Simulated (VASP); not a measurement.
Crystal: SnSe2.

```
CELL_PARAMETERS angstrom
3.82516 0.00000 0.00000
-1.91258 3.31269 0.00000
0.00000 0.00000 6.22706
ATOMIC_POSITIONS crystal
Sn 0.00000 0.00000 0.00000
Se 0.33333 0.66667 0.25308
Se 0.66667 0.33333 0.74692
```

Base run:

| Item | Value |
| --- | --- |
| Program | VASP 6.6.1 |
| Functional | PBEsol |
| Potentials or basis | VASP PAW PBE potentials, release 64 (Sn_d, Se) |
| Cutoff | 520 eV |
| k mesh | 6 × 6 × 4 |
| Occupations | gaussian, width 0.01 eV |
| Spin | no spin polarisation |

Its results: band gap on the k mesh 0.72 eV, indirect (least direct gap 1.03 eV); pressure 0.1 GPa; largest force 0.092 eV/Å.

**Question.** The run is repeated on the same cell with these changes: functional from PBEsol to HSE06; k mesh from 6 × 6 × 4 to 6 × 6 × 2. What comes out?

**Answer.** Band gap on the k mesh 1.43 eV, indirect (least direct gap 1.92 eV); pressure 0.0 GPa; largest force 0.231 eV/Å.

Several settings changed at once, so the effect can't be laid on one alone.

Caveats: some runs use coarse meshes; the PAW data sets were made with another functional, which shifts forces and pressure a little; spin-orbit coupling is left out, which moves the levels of the heavy elements; this functional lacks dispersion, which binds the layers, so the pressure and a relaxed spacing across them are unreliable.

A k mesh can miss the band edges.

Not every run made on this cell is shown here.
